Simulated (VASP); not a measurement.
All values below come from PBE GGA, VASP's PBE PAW potentials (set 64) (plane waves; VASP 6.6.1).

VASP input:

**INCAR**
```
# general
SYSTEM   =  WS2
PREC     =  Accurate
ENCUT    =  500
LREAL    =  F
LASPH    =  T

# electronic loop
EDIFF    =  1E-6
NELM     =  100
ALGO     =  Normal
LMAXMIX  =  6

# smearing
ISMEAR   =  0
SIGMA    =  0.05

# functional
GGA      =  PE

# ions
IBRION   =  2
NSW      =  40
ISIF     =  3
EDIFFG   =  -0.02
PSTRESS  =  300

# output
LWAVE    =  F
LCHARG   =  F
```

File KPOINTS:
```
K-points
0
gamma
  8 8 2
```

File POSCAR:
```
WS2
1
    1.5271879578    -2.6451670110     0.0000000000
    1.5271879578     2.6451670110     0.0000000000
    0.0000000000     0.0000000000    11.1868532112
W S
2 4
Direct
  0.3333330000   0.6666670000   0.2500000000
  0.6666670000   0.3333330000   0.7500000000
  0.3333330000   0.6666670000   0.8916402293
  0.6666670000   0.3333330000   0.3916402293
  0.6666670000   0.3333330000   0.1083597707
  0.3333330000   0.6666670000   0.6083597707
```

POTCAR, in this order: W_sv S (PBE.64 set). Program: vasp_std.

Energy and stress use the plane-wave basis of the starting cell. Without a dispersion term in the relaxation, distances and binding between the weakly bound layers, chains or molecules are unreliable, and so is what depends on them.

Estimate the energy per atom (σ→0), volume per atom.

```yaml
energy per atom (σ→0): -7.582 eV/atom
volume_per_atom: 14.27 Å^3/atom
```

File OSZICAR:
```
...
DAV:   2    -0.454988035889E+02    0.24229E-01   -0.22056E-01  1485   0.288E+00    0.993E-01
DAV:   3    -0.454948168730E+02    0.39867E-02   -0.11252E-02  1501   0.652E-01    0.398E-01
DAV:   4    -0.454924628176E+02    0.23541E-02   -0.80419E-03  1477   0.463E-01    0.146E-01
DAV:   5    -0.454923297574E+02    0.13306E-03   -0.59309E-04  1566   0.158E-01    0.897E-02
DAV:   6    -0.454923262392E+02    0.35182E-05   -0.20496E-04  1509   0.815E-02    0.372E-02
DAV:   7    -0.454923235766E+02    0.26626E-05   -0.27337E-05  1473   0.321E-02    0.168E-02
DAV:   8    -0.454923228716E+02    0.70494E-06   -0.65782E-06  1289   0.156E-02
   7 F= -.29456346E+02 E0= -.29456345E+02  d E =-.823816E-02
```

The compound is WS2 in the 2H layered structure. This run relaxes it under an external pressure of 30 GPa. Symmetry was kept, so distortions that lower it aren't found.
